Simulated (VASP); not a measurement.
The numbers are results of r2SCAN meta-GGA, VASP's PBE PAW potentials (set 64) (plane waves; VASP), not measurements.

Input for VASP

### POSCAR
```
VCu3S4
1
    5.3653239492     0.0000000000     0.0000000000
    0.0000000000     5.3653239492     0.0000000000
    0.0000000000     0.0000000000     5.3653239492
V Cu S
1 3 4
Direct
  0.0000000000   0.0000000000   0.0000000000
  0.5000000000   0.0000000000   0.0000000000
  0.0000000000   0.0000000000   0.5000000000
  0.0000000000   0.5000000000   0.0000000000
  0.2371585533   0.2371585533   0.2371585533
  0.2371585533   0.7628414467   0.7628414467
  0.7628414467   0.2371585533   0.7628414467
  0.7628414467   0.7628414467   0.2371585533
```

**INCAR**
```
# general
SYSTEM  = VCu3S4
PREC    = Accurate
ENCUT   = 400
LREAL   = .FALSE.
LASPH   = .TRUE.
NBANDS  = 126

# electronic loop
EDIFF   = 1E-7
NELM    = 100
ALGO    = Normal
LMAXMIX = 4
LMIXTAU = .TRUE.

# smearing
ISMEAR  = 0
SIGMA   = 0.01

# functional
METAGGA = R2SCAN

# output
LWAVE   = .FALSE.
LCHARG  = .FALSE.
NEDOS   = 1001

# other
LOPTICS = .TRUE.
LPEAD   = .TRUE.
CSHIFT  = 0.1
```

File KPOINTS:
```
Automatic mesh
0
gamma
8 8 8
0 0 0
```

POTCAR, in this order: V_sv Cu S (PBE.64 set). Program: vasp_std.

What VASP printed:

### OSZICAR
```
       N       E                     dE             d eps       ncg     rms          rms(c)
DAV:   1     0.584811569544E+03    0.58481E+03   -0.18894E+04 10856   0.555E+02
DAV:   2     0.763710353736E+01   -0.57717E+03   -0.50185E+03  9012   0.186E+02
DAV:   3    -0.987275089311E+02   -0.10636E+03   -0.90411E+02  9726   0.715E+01
DAV:   4    -0.104135240530E+03   -0.54077E+01   -0.53384E+01 10664   0.190E+01
DAV:   5    -0.104233522039E+03   -0.98282E-01   -0.98233E-01 10560   0.266E+00    0.351E+01
DAV:   6    -0.925171463213E+02    0.11716E+02   -0.21058E+01 12254   0.551E+01    0.182E+01
DAV:   7    -0.848963976317E+02    0.76207E+01   -0.85391E+00 12138   0.324E+01    0.124E+01
DAV:   8    -0.847549580053E+02    0.14144E+00   -0.33486E+00 12674   0.132E+01    0.890E+00
DAV:   9    -0.840637449354E+02    0.69121E+00   -0.74561E-01 12466   0.778E+00    0.269E+00
DAV:  10    -0.842970910731E+02   -0.23335E+00   -0.23738E-01  9664   0.172E+00    0.142E+00
DAV:  11    -0.843031749836E+02   -0.60839E-02   -0.69574E-02  9308   0.720E-01    0.969E-01
DAV:  12    -0.842698346684E+02    0.33340E-01   -0.79670E-03  9744   0.276E-01    0.104E+00
DAV:  13    -0.844137924445E+02   -0.14396E+00   -0.36180E-02  9350   0.606E-01    0.158E-01
DAV:  14    -0.844205969173E+02   -0.68045E-02   -0.55704E-03 10146   0.240E-01    0.253E-01
DAV:  15    -0.844205756356E+02    0.21282E-04   -0.64472E-04  9560   0.812E-02    0.945E-02
DAV:  16    -0.844211423366E+02   -0.56670E-03   -0.28821E-04  9342   0.563E-02    0.311E-02
DAV:  17    -0.844211365488E+02    0.57878E-05   -0.41821E-05 11078   0.369E-02    0.169E-02
DAV:  18    -0.844211659422E+02   -0.29393E-04   -0.19315E-05  9670   0.172E-02    0.476E-03
DAV:  19    -0.844211718160E+02   -0.58738E-05   -0.32353E-06 10008   0.600E-03    0.544E-03
DAV:  20    -0.844211693134E+02    0.25026E-05   -0.95609E-07  9710   0.305E-03    0.572E-03
DAV:  21    -0.844211707787E+02   -0.14653E-05   -0.25757E-07  9488   0.165E-03    0.279E-03
DAV:  22    -0.844211713130E+02   -0.53426E-06   -0.90201E-08  9054   0.114E-03    0.933E-04
DAV:  23    -0.844211714160E+02   -0.10306E-06   -0.35735E-08  7880   0.974E-04    0.545E-04
DAV:  24    -0.844211714083E+02    0.77616E-08   -0.74275E-09  5106   0.253E-04
   1 F= -.84421171E+02 E0= -.84421171E+02  d E =-.652719E-13
 imaginary and real dielectric function
```

**OUTCAR**
```
------------------------ aborting loop because EDIFF is reached ----------------------------------------
  FORCE on cell =-STRESS in cart. coord.  units (eV):
  Direction    XX          YY          ZZ          XY          YZ          ZX
  --------------------------------------------------------------------------------------
  Total       -0.0039125     -0.0039125     -0.0039125      0.0000000      0.0000000      0.0000000
  in kB       -0.0405860     -0.0405860     -0.0405860      0.0000000      0.0000000      0.0000000
  external PRESSURE =      -0.0405860 kB  Pullay stress =       0.0000000 kB
  volume of cell :      154.45
      direct lattice vectors                 reciprocal lattice vectors
     5.365323949  0.000000000  0.000000000     0.186382036  0.000000000  0.000000000
     0.000000000  5.365323949  0.000000000     0.000000000  0.186382036  0.000000000
     0.000000000  0.000000000  5.365323949     0.000000000  0.000000000  0.186382036
 POSITION                                       TOTAL-FORCE (eV/Angst)
 -----------------------------------------------------------------------------------
      0.00000      0.00000      0.00000         0.000000      0.000000     -0.000000
      2.68266      0.00000      0.00000         0.000000      0.000000     -0.000000
      0.00000      0.00000      2.68266         0.000000      0.000000     -0.000000
      0.00000      2.68266      0.00000         0.000000      0.000000     -0.000000
      1.27243      1.27243      1.27243         0.001819      0.001819      0.001819
      1.27243      4.09289      4.09289         0.001819     -0.001819     -0.001819
      4.09289      1.27243      4.09289        -0.001819      0.001819     -0.001819
      4.09289      4.09289      1.27243        -0.001819     -0.001819      0.001819
 -----------------------------------------------------------------------------------
    total drift:                               -0.000000     -0.000000      0.000000
  FREE ENERGIE OF THE ION-ELECTRON SYSTEM (eV)
  ---------------------------------------------------
  free  energy   TOTEN  =       -84.4211714083 eV

  energy  without entropy=      -84.4211714083  energy(sigma->0) =      -84.42117141

 plasma frequency squared (from intraband transitions) (eV^2)
  --------------------------------------------------------------------------------------
       0.000       0.000       0.000
       0.000       0.000       0.000
       0.000       0.000       0.000

 plasma frequency squared (from interband transitions, int dw w eps(2)(w)) (eV^2)
  --------------------------------------------------------------------------------------
     376.708       0.000       0.000       0.000      -0.000       0.000
       0.000      -0.000     376.708       0.000       0.000      -0.000
      -0.000      -0.000       0.000       0.000     376.708       0.000
```
(Selected blocks of OUTCAR.)

The compound is VCu3S4 in the sg215 structure. It was relaxed first. The run is not spin-polarised, so no magnetic state was tried.
